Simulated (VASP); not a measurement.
SnO: band structure with SCAN

The system is SnO.

```
CELL_PARAMETERS angstrom
3.80200 0.00000 0.00000
0.00000 3.80200 0.00000
0.00000 0.00000 4.83600
ATOMIC_POSITIONS crystal
Sn 0.00000 0.50000 0.23850
Sn 0.50000 0.00000 0.76150
O 0.00000 0.00000 0.00000
O 0.50000 0.50000 0.00000
```

```json
{
 "Program": "VASP 6.6.1",
 "Task": "band structure",
 "Functional": "SCAN",
 "Potentials or basis": "VASP PAW PBE potentials, release 64 (Sn_d, O)",
 "Cutoff": "520 eV",
 "k mesh": "8 × 8 × 6",
 "Occupations": "gaussian, width 0.02 eV",
 "Spin": "no spin polarisation",
 "Further INCAR settings": "ALGO = Normal; EDIFF = 1e-06; NBANDS = 28"
}
```

```json
{
 "Pressure": "0.2 GPa",
 "Largest force": "0.047 eV/Å",
 "Band gap on the k mesh": "0.12 eV, indirect (least direct gap 2.25 eV)",
 "Band gap along the path": "0.12 eV, indirect (least direct gap 2.25 eV)"
}
```

Forces on the atoms (eV/Å):
```
Sn   0.000  0.000  0.047
Sn   0.000  0.000 -0.047
O    0.000  0.000  0.000
O    0.000  0.000  0.000
```

Levels at the corners of the path, in eV from the valence-band top:
| point | band 18 | band 19 | band 20 | band 21 | band 22 | band 23 |
| --- | --- | --- | --- | --- | --- | --- |
| Γ | -3.53 | -3.53 | 0.00 | 2.40 | 4.61 | 4.79 |
| X | -5.23 | -2.98 | -2.98 | 3.41 | 3.41 | 6.11 |
| X | -5.23 | -2.98 | -2.98 | 3.41 | 3.41 | 6.11 |
| M | -2.85 | -2.13 | -2.13 | 0.12 | 0.12 | 4.72 |
| M | -2.85 | -2.13 | -2.13 | 0.12 | 0.12 | 4.72 |
| Γ | -3.53 | -3.53 | 0.00 | 2.40 | 4.61 | 4.79 |
| Γ | -3.53 | -3.53 | 0.00 | 2.40 | 4.61 | 4.79 |
| Z | -3.55 | -3.17 | -2.51 | 1.97 | 3.04 | 3.04 |
| Z | -3.55 | -3.17 | -2.51 | 1.97 | 3.04 | 3.04 |
| R | -5.19 | -2.00 | -2.00 | 2.74 | 2.74 | 5.60 |
| R | -5.19 | -2.00 | -2.00 | 2.74 | 2.74 | 5.60 |
| A | -2.93 | -2.85 | -2.85 | 2.42 | 2.42 | 4.30 |
| A | -2.93 | -2.85 | -2.85 | 2.42 | 2.42 | 4.30 |
| Z | -3.55 | -3.17 | -2.51 | 1.97 | 3.04 | 3.04 |
| X | -5.23 | -2.98 | -2.98 | 3.41 | 3.41 | 6.11 |
| R | -5.19 | -2.00 | -2.00 | 2.74 | 2.74 | 5.60 |
| M | -2.85 | -2.13 | -2.13 | 0.12 | 0.12 | 4.72 |
| A | -2.93 | -2.85 | -2.85 | 2.42 | 2.42 | 4.30 |

Run time: 6.8 min on 1 thread of Intel(R) Xeon(R) Platinum 8559C (Emerald Rapids), with other jobs on the host, peak memory 0.28 GiB.

Caveat: the PAW data sets were made with another functional, which shifts forces and pressure a little; spin-orbit coupling is left out, which moves the levels of the heavy elements. SCAN opens gaps a little over a GGA but as a rule still falls short of measured ones.
